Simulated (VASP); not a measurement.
## A VASP study of Ag (Silver) (LDA): structure first, properties next

How well does LDA reproduce what experiment finds for Ag (Silver)? The cell is relaxed first, and properties follow on it. The steps: relaxing cell and atoms (LDA), second relaxation, density, ELF and potential (LDA), band structure (LDA), total and projected DOS (LDA), core-level energies (LDA), independent-particle dielectric function (LDA), total energy, forces and stress (LDA), changed input and relaxing the atoms (LDA), changed input. Left out of this account: 1 further run (phonons: it ended without a result to show). The start is a cell from a database of measured crystal structures.

Method: LDA; plane waves and PAW (Ag), in VASP 6.6.1.

Experimental background.

“Polycyclic aromatic chains on metals and insulating layers by repetitive [3+2] cycloadditions” (2020, pmc:7083871) quotes from earlier work for Ag, fcc (bulk crystal): lattice constant a (cubic lattice constant, quoted experimental value used to build the …) 4.085 Å [literature experimental value quoted as input for the DFT slab; source and temperature …].

Report form: the programs' logs are mostly left out.

## 1. Starting point

Before any relaxation, the start is as follows. The structure is cubic, space group Fm-3m (No. 225). The conventional cell has a = 4.085 Å, b = 4.085 Å, c = 4.085 Å, α = 90.00°, β = 90.00°, γ = 90.00°. Nearest to Ag lie 12 Ag at 2.89 Å.

Coordinates:

```cif
data_structure
_symmetry_space_group_name_H-M 'P 1'
_symmetry_Int_Tables_number 1
_cell_length_a 2.8889
_cell_length_b 2.8889
_cell_length_c 2.8889
_cell_angle_alpha 60.000
_cell_angle_beta 60.000
_cell_angle_gamma 60.000
_cell_volume 17.05
loop_
_atom_site_label
_atom_site_type_symbol
_atom_site_fract_x
_atom_site_fract_y
_atom_site_fract_z
_atom_site_occupancy
Ag1 Ag 0.00000 0.00000 0.00000 1
```

## 2. Relaxing cell and atoms (LDA)

Properties are meant for the cell that this level of theory prefers, so cell and atoms are relaxed first (ISIF = 3) until forces and stress are small; EDIFFG sets the threshold. LDA, the lowest rung, knows the local density alone.

INCAR

```
SYSTEM = Ag
PREC = Accurate
ENCUT = 400
EDIFF = 1E-06
NELM = 100
ISMEAR = 1
SIGMA = 0.2
LREAL = .FALSE.
ALGO = Normal
GGA = CA
NBANDS = 11
LORBIT = 11
LWAVE = .FALSE.
LCHARG = .FALSE.
KPAR = 2
IBRION = 2
NSW = 60
ISIF = 3
EDIFFG = -0.01
```

POSCAR

```
Ag
1.0
    0.0000000000      2.0427500000      2.0427500000
    2.0427500000      0.0000000000      2.0427500000
    2.0427500000      2.0427500000      0.0000000000
Ag
1
Direct
    0.0000000000      0.0000000000      0.0000000000
```

KPOINTS

```
Automatic mesh
0
Gamma
9 9 9
0 0 0
```

PAW data sets: Ag (LDA family, release 64).

The run is started by

```console
$ mpirun -np 2 vasp_std
```

Run time: 2.8 s. Hardware: 2 MPI ranks of Intel Xeon 6975P-C (Granite Rapids), shared host; peak memory 0.23 GiB.

This run has no spin polarisation. Its electron count is odd, so without a moment it is a metal by construction. The k-mesh is coarse for a metal. The run keeps the 48 symmetry operations of its start, so it cannot find a distortion of lower symmetry.

Relaxation path:

```
step  energy less that of the first step (eV)  largest force (eV/Å)  pressure (GPa)  volume (Å³)
   1                                   0.0000                0.0000           -7.75        17.05
   2                                  -0.0015                0.0000            9.77        15.09
   3                                  -0.0273                0.0000           -0.09        16.00
```

```
conventional cell, symmetrised  before  after  change
                         a (Å)   4.085  4.000  -2.1 %
                         b (Å)   4.085  4.000  -2.1 %
                         c (Å)   4.085  4.000  -2.1 %
              volume (Å³/atom)   17.05  16.00  -6.1 %
```

The relaxed structure:

```xyz
1
Lattice="0.0000 2.0001 2.0001 2.0001 0.0000 2.0001 2.0001 2.0001 0.0000" Properties=species:S:1:pos:R:3 pbc="T T T"
Ag    0.0000    0.0000    0.0000
```

Numbers from this step:

```yaml
electrons: 11
bands: 11
irreducible_k_points: 35
symmetry_operations: 48
free_energy_toten: -3.805 eV
energy_at_zero_smearing: -3.805 eV
fermi_energy: 9.324 eV
pressure: -0.08701 GPa
metallic: yes
scf_cycles_over_all_ionic_steps: 24
```

It ends with forces that vanish by symmetry and a pressure of -0.09 GPa. The volume lies -6.1 % from that of the database's start, which holds the thermal and zero-point expansion of its experiment. LDA is known to overbind.

## 3. Second relaxation

A relaxation keeps the plane waves of the cell it began with, so it is repeated from the new cell, on a basis made for it. The mesh changes with the cell too.

INCAR is that of step 2.

POSCAR

```
Ag
1.0
    0.0000000000      2.0001451617      2.0001451617
    2.0001451617      0.0000000000      2.0001451617
    2.0001451617      2.0001451617      0.0000000000
Ag
1
Direct
    0.0000000000      0.0000000000      0.0000000000
```

KPOINTS

```
Automatic mesh
0
Gamma
10 10 10
0 0 0
```

The run is started by

```console
$ mpirun -np 2 vasp_std
```

Run time: 2.8 s. Hardware: 2 MPI ranks; peak memory 0.21 GiB.

Little changed from the start: no atom moved by 0.005 Å and no cell edge by 0.1 %.

Numbers from this step:

```
irreducible k-points            : 47
free energy (TOTEN)             : -3.765 eV
energy at zero smearing         : -3.765 eV
Fermi energy                    : 8.995 eV
pressure                        : -0.02456 GPa
SCF cycles over all ionic steps : 20
```

It ends with forces that vanish by symmetry and a pressure of -0.02 GPa. The volume moved by only 0.13 %, so the volume is settled.

## 4. Density, ELF and potential (LDA)

A single point on the relaxed cell gives a clean self-consistent state, with density, ELF and potential written out.

Changes to INCAR since step 3:

```diff
@@ -13,7 +13,5 @@
 LWAVE = .FALSE.
-LCHARG = .FALSE.
-KPAR = 2
-IBRION = 2
-NSW = 60
-ISIF = 3
-EDIFFG = -0.01
+LCHARG = .TRUE.
+ISIF = 2
+LELF = .TRUE.
+LVHAR = .TRUE.
```

POSCAR

```
Ag
1.0
    0.0000000000      2.0009944308      2.0009944308
    2.0009944308      0.0000000000      2.0009944308
    2.0009944308      2.0009944308      0.0000000000
Ag
1
Direct
    0.0000000000      0.0000000000      0.0000000000
```

KPOINTS is that of step 3.

The run is started by

```console
$ mpirun -np 2 vasp_std
```

Run time: 2 s. Hardware: 2 MPI ranks; peak memory 0.19 GiB; 2.9 s of CPU time.

This step gave:

- SCF cycles: 11
- bands: 12
- pressure: -0.004018 GPa

Valence electrons inside each PAW sphere by angular momentum. Sphere charges, by row:

```
atom  s (e)  p (e)  d (e)  tot (e)
 Ag1  0.446  0.345  9.151    9.942
```

Electrostatic potential energy in the ac plane of the conventional cell at fractional y = 0.000, with atoms of Ag within 0.2 Å of it. With pseudopotentials it is smooth inside the atoms' cores, unlike the true potential.

Ten even steps from '_' (-68 eV) to '@' (3 eV), each cell a mean:
```
__..--##@@@@@@@@@@@@%%++::__
..::++%%@@@@@@@@@@@@@@##==::
++**%%@@@@@@@@@@@@@@@@%%##++
%%@@@@@@@@%%######%%@@@@@@%%
@@@@@@@@%%++----==**%%@@@@@@
@@@@@@@@**::..__..==##@@@@@@
@@@@@@%%++..______--##@@@@@@
@@@@@@%%++::____..--##@@@@@@
@@@@@@@@##==::..::++%%@@@@@@
@@@@@@@@%%##++++**%%@@@@@@@@
####%%@@@@@@%%%%@@@@@@@@%%##
--==**%%@@@@@@@@@@@@@@%%++--
__..==##@@@@@@@@@@@@@@**::..
____--##@@@@@@@@@@@@%%++..__
```
Columns run along a (4.0 Å; values clipped at the 3rd and 97th percentile), rows up along c (4.0 Å), edges of the conventional cell, whose origin can differ from the input's. Atoms in or near the plane, at fractional coordinates: Ag at (0.00, 0.00), Ag at (0.50, 0.50).

ELF in the ac plane of the conventional cell at fractional y = 0.000, with atoms of Ag within 0.2 Å of it. It is the smooth field of the valence electrons, not physical close to the nuclei.

Values, 14 rows by 14 columns, each cell a mean:
```
0.01 0.03 0.16 0.26 0.20 0.18 0.17 0.17 0.17 0.18 0.23 0.23 0.10 0.01
0.07 0.13 0.24 0.25 0.19 0.18 0.18 0.18 0.18 0.18 0.21 0.25 0.19 0.10
0.23 0.25 0.25 0.20 0.18 0.19 0.20 0.20 0.20 0.19 0.19 0.23 0.25 0.23
0.24 0.22 0.20 0.18 0.20 0.25 0.26 0.26 0.26 0.23 0.19 0.19 0.21 0.23
0.18 0.18 0.18 0.20 0.25 0.24 0.16 0.13 0.18 0.25 0.23 0.19 0.18 0.18
0.17 0.17 0.18 0.22 0.25 0.13 0.03 0.02 0.06 0.18 0.26 0.20 0.18 0.17
0.17 0.17 0.18 0.24 0.23 0.07 0.01 0.02 0.02 0.13 0.26 0.20 0.18 0.17
0.17 0.17 0.18 0.23 0.23 0.10 0.01 0.01 0.03 0.16 0.26 0.20 0.18 0.17
0.18 0.18 0.18 0.21 0.25 0.19 0.10 0.07 0.13 0.24 0.25 0.19 0.18 0.18
0.20 0.20 0.19 0.19 0.23 0.25 0.23 0.23 0.25 0.25 0.20 0.18 0.19 0.20
0.26 0.26 0.23 0.19 0.19 0.21 0.23 0.24 0.22 0.20 0.18 0.20 0.25 0.26
0.13 0.18 0.25 0.23 0.19 0.18 0.18 0.18 0.18 0.18 0.20 0.25 0.24 0.16
0.02 0.06 0.18 0.26 0.20 0.18 0.17 0.17 0.17 0.18 0.22 0.25 0.13 0.03
0.02 0.02 0.13 0.26 0.20 0.18 0.17 0.17 0.17 0.18 0.24 0.23 0.07 0.01
```
Columns run along a (4.0 Å), rows up along c (4.0 Å), edges of the conventional cell, whose origin can differ from the input's. Atoms in or near the plane, at fractional coordinates: Ag at (0.00, 0.00), Ag at (0.50, 0.50).

Valence density in the ac plane of the conventional cell at fractional y = 0.000, with atoms of Ag within 0.2 Å of it. It is the smooth field of the valence electrons, not physical close to the nuclei.

Values in e/Å³, 14 rows by 14 columns, each cell a mean:
```
6.2 4.5 2.3 0.7 0.3 0.2 0.1 0.1 0.1 0.2 0.4 1.3 3.1 5.4
3.6 2.6 1.3 0.5 0.2 0.2 0.2 0.1 0.2 0.2 0.3 0.8 1.8 3.1
1.4 1.1 0.6 0.3 0.2 0.2 0.3 0.3 0.3 0.2 0.2 0.4 0.8 1.3
0.4 0.3 0.3 0.2 0.3 0.5 0.7 0.8 0.6 0.4 0.3 0.2 0.3 0.4
0.2 0.2 0.2 0.3 0.6 1.3 2.3 2.6 1.9 1.0 0.4 0.2 0.2 0.2
0.1 0.1 0.2 0.3 1.1 2.6 4.5 5.2 3.8 1.9 0.6 0.3 0.2 0.1
0.1 0.1 0.2 0.4 1.4 3.6 6.2 7.1 5.2 2.6 0.8 0.3 0.1 0.1
0.1 0.1 0.2 0.4 1.3 3.1 5.4 6.2 4.5 2.3 0.7 0.3 0.2 0.1
0.1 0.2 0.2 0.3 0.8 1.8 3.1 3.6 2.6 1.3 0.5 0.2 0.2 0.2
0.3 0.3 0.2 0.2 0.4 0.8 1.3 1.4 1.1 0.6 0.3 0.2 0.2 0.3
0.8 0.6 0.4 0.3 0.2 0.3 0.4 0.4 0.3 0.3 0.2 0.3 0.5 0.7
2.6 1.9 1.0 0.4 0.2 0.2 0.2 0.2 0.2 0.2 0.3 0.6 1.3 2.3
5.2 3.8 1.9 0.6 0.3 0.2 0.1 0.1 0.1 0.2 0.3 1.1 2.6 4.5
7.1 5.2 2.6 0.8 0.3 0.1 0.1 0.1 0.1 0.2 0.4 1.4 3.6 6.2
```
Columns run along a (4.0 Å), rows up along c (4.0 Å), edges of the conventional cell, whose origin can differ from the input's. Atoms in or near the plane, at fractional coordinates: Ag at (0.00, 0.00), Ag at (0.50, 0.50).

In this run the pressure is 0.00 GPa, small enough to go on.

## 5. Band structure (LDA)

Levels along the symmetry lines show where the bands peak and cross; KPOINTS_OPT computes them in the converged potential.

INCAR

```
SYSTEM = Ag
PREC = Accurate
ENCUT = 400
EDIFF = 1E-06
NELM = 100
ISMEAR = 1
SIGMA = 0.2
LREAL = .FALSE.
ALGO = Normal
GGA = CA
NBANDS = 16
LORBIT = 11
LWAVE = .FALSE.
LCHARG = .FALSE.
KPAR = 2
```

POSCAR is that of step 4.

KPOINTS is that of step 4.

KPOINTS_OPT

```
Line mode
16
Line-mode
Reciprocal
  0.00000000   0.00000000   0.00000000 GAMMA
  0.50000000   0.00000000   0.50000000 X

  0.50000000   0.00000000   0.50000000 X
  0.50000000   0.25000000   0.75000000 W

  0.50000000   0.25000000   0.75000000 W
  0.37500000   0.37500000   0.75000000 K

  0.37500000   0.37500000   0.75000000 K
  0.00000000   0.00000000   0.00000000 GAMMA

  0.00000000   0.00000000   0.00000000 GAMMA
  0.50000000   0.50000000   0.50000000 L

  0.50000000   0.50000000   0.50000000 L
  0.62500000   0.25000000   0.62500000 U

  0.62500000   0.25000000   0.62500000 U
  0.50000000   0.25000000   0.75000000 W

  0.50000000   0.25000000   0.75000000 W
  0.50000000   0.50000000   0.50000000 L

  0.50000000   0.50000000   0.50000000 L
  0.37500000   0.37500000   0.75000000 K

  0.62500000   0.25000000   0.62500000 U
  0.50000000   0.00000000   0.50000000 X
```

The run is started by

```console
$ mpirun -np 2 vasp_std
```

Elapsed: 4.8 s, on 2 MPI ranks; peak memory 0.22 GiB; 8.5 s of CPU time.

Spin-orbit coupling is off here; it would split degenerate levels.

Numbers from this step:

* SCF cycles: 10
* bands: 16
* pressure: 0.02998 GPa

Electronic bands along the path, in eV, zero at the Fermi level; # counts the bands kept:

```
          point     #2     #3     #4     #5     #6     #7
              Γ  -4.95  -4.95  -4.95  -3.77  -3.77  16.19
0.53 of the way  -5.93  -3.85  -3.85  -3.70  -3.31  14.73
              X  -6.63  -2.91  -2.64  -2.64   1.54   7.28
0.47 of the way  -6.33  -3.64  -3.23  -2.64   3.01   7.30
              W  -5.27  -5.27  -3.78  -2.64   6.22   6.22
0.53 of the way  -5.77  -4.54  -3.63  -2.79   4.89   5.84
              K  -5.84  -4.17  -3.53  -2.97   4.49   5.50
0.47 of the way  -5.42  -4.78  -4.24  -4.13  -2.10  11.64
              Γ  -4.95  -4.95  -4.95  -3.77  -3.77  16.19
0.47 of the way  -4.88  -4.72  -4.72  -3.69  -3.69  12.31
              L  -4.97  -4.97  -2.87  -2.87  -0.55   3.99
0.47 of the way  -5.28  -4.51  -4.16  -2.95   1.62   4.15
              U  -5.84  -4.17  -3.53  -2.97   4.49   5.50
0.47 of the way  -5.77  -4.54  -3.63  -2.79   4.89   5.84
              W  -5.27  -5.27  -3.78  -2.64   6.22   6.22
0.47 of the way  -5.52  -4.60  -4.19  -2.97   2.69   4.34
              L  -4.97  -4.97  -2.87  -2.87  -0.55   3.99
0.47 of the way  -5.28  -4.51  -4.16  -2.95   1.62   4.15
              K  -5.84  -4.17  -3.53  -2.97   4.49   5.50
      jump to U  -5.84  -4.17  -3.53  -2.97   4.49   5.50
0.47 of the way  -6.40  -3.27  -3.12  -2.74   2.58   7.27
              X  -6.63  -2.91  -2.64  -2.64   1.54   7.28
```

There is no gap at this level.

## 6. Total and projected DOS (LDA)

A density of states needs more k-points than a total energy; ISMEAR = -5 takes tetrahedra, and LORBIT projects the states on the PAW spheres. The mesh is finer than in the run before.

Changes to INCAR since step 5:

```diff
@@ -5,3 +5,3 @@
 NELM = 100
-ISMEAR = 1
+ISMEAR = -5
 SIGMA = 0.2
@@ -15 +15,2 @@
 KPAR = 2
+NEDOS = 2001
```

POSCAR is that of step 5.

KPOINTS

```
Automatic mesh
0
Gamma
14 14 14
0 0 0
```

The run is started by

```console
$ mpirun -np 2 vasp_std
```

Run time: 3.6 s. Hardware: 2 MPI ranks; peak memory 0.21 GiB.

With tetrahedra the forces and stress of a metal are not exact derivatives of the energy.

This step gave:

| Item | Value |
| --- | --- |
| irreducible k-points | 104 |
| free energy (TOTEN) | -3.783 eV |
| Fermi energy | 9.117 eV |
| pressure | -0.3566 GPa |
| DOS at the Fermi level | 0.2575 states/eV/cell |

The density of states has structure finer than the step of the table below, so its rows give means over 0.5 eV, whole bins alone (the curve runs from -10.6 to 8.00 eV). Peaks (eV: height): total -6.31: 3.80, -4.78: 4.97, -4.38: 2.90, -3.88: 3.10, -3.33: 3.52, -3.06: 4.57; Ag d -6.29: 2.85, -4.78: 4.45, -4.38: 2.53, -3.88: 2.87, -3.33: 3.36, -3.06: 4.44; Ag s -6.31: 0.296, 4.29: 0.106.

States under -10.6 eV and over 8.0 eV are left out. Table of density of states by energy, zero at the Fermi level; means over each step; values in states/eV/cell:

```
energy (eV)    total     Ag d    Ag s
       -9.0        0        0       0
       -8.5  0.00153        0  9.0e-4
       -8.0   0.0505   3.1e-4  0.0289
       -7.5   0.0983  0.00375  0.0520
       -7.0    0.293    0.110  0.0901
       -6.5     2.44     1.75   0.243
       -6.0     2.35     1.89  0.0962
       -5.5     2.19     1.87  0.0306
       -5.0     3.13     2.75  0.0463
       -4.5     2.43     2.11  0.0401
       -4.0     2.74     2.50  0.0281
       -3.5     2.42     2.26  0.0229
       -3.0     2.65     2.54  0.0205
       -2.5    0.210    0.129  0.0269
       -2.0    0.223    0.120  0.0326
       -1.5    0.219   0.0960  0.0353
       -1.0    0.236   0.0910  0.0376
       -0.5    0.261   0.0868  0.0386
        0.0    0.258   0.0778  0.0371
        0.5    0.259   0.0740  0.0362
        1.0    0.261   0.0696  0.0342
        1.5    0.262   0.0626  0.0308
        2.0    0.243   0.0572  0.0278
        2.5    0.231   0.0529  0.0246
        3.0    0.200   0.0447  0.0200
        3.5    0.166   0.0360  0.0159
        4.0    0.210   0.0507  0.0442
        4.5    0.301   0.0757  0.0935
        5.0    0.326   0.0741  0.0930
        5.5    0.321   0.0684  0.0801
        6.0    0.288   0.0591  0.0655
        6.5    0.274   0.0541  0.0616
        7.0    0.301   0.0574  0.0723
        7.5    0.342   0.0680  0.0980
```

The finer mesh and the other smearing move the Fermi level by +0.12 eV from the 10×10×10 run, one measure of the sampling error in the zero of the bands above. Of the states within 0.3 eV of the Fermi level, the largest shares in the PAW spheres are Ag d 30 % and Ag s 14 %. The rest lies in smaller channels or between the spheres.

## 7. Core-level energies (LDA)

ICORELEVEL = 1 prints the core eigenvalues in the potential of the ground state.

INCAR

```
SYSTEM = Ag
PREC = Accurate
ENCUT = 400
EDIFF = 1E-06
NELM = 100
ISMEAR = 1
SIGMA = 0.2
LREAL = .FALSE.
ALGO = Normal
GGA = CA
NBANDS = 11
LORBIT = 11
LWAVE = .FALSE.
LCHARG = .FALSE.
KPAR = 2
ICORELEVEL = 1
```

POSCAR is that of step 6.

KPOINTS

```
Automatic mesh
0
Gamma
10 10 10
0 0 0
```

The run is started by

```console
$ mpirun -np 2 vasp_std
```

The job ended after 1.6 s (2 MPI ranks; peak memory 0.21 GiB).

These are scalar-relativistic Kohn-Sham levels of the ground state, with no core hole, so they are not binding energies.

Numbers from this step:

```yaml
bands: 11
irreducible_k_points: 47
free_energy_toten: -3.765 eV
fermi_energy: 8.995 eV
pressure: 0.002676 GPa
```

Kohn-Sham core levels. Core levels, by row:

```
atom  shell  level below the Fermi level (eV)
 Ag1     1s                             25180
 Ag1     2s                              3710
 Ag1     2p                              3333
 Ag1     3s                             677.6
 Ag1     3p                             553.2
 Ag1     3d                             355.9
 Ag1     4s                             91.56
 Ag1     4p                              55.3
```

(Part 1 of 2 ends here.)

[Lines on the potential files, build, host, timing and source positions are cut from VASP's logs without a mark.]

[Logs are printed without paths, hosts, clocks, repeated set-up lines and the standing remarks that a program may print on its own settings, such as how far it seeks lower states.]

[Hosts, paths, dates, database ids (printed as entryN), source tags and the programs' standing remarks are cut or masked in the printed files.]

[A measured line is paired with the nearest computed mode of its activity, which favours agreement.]
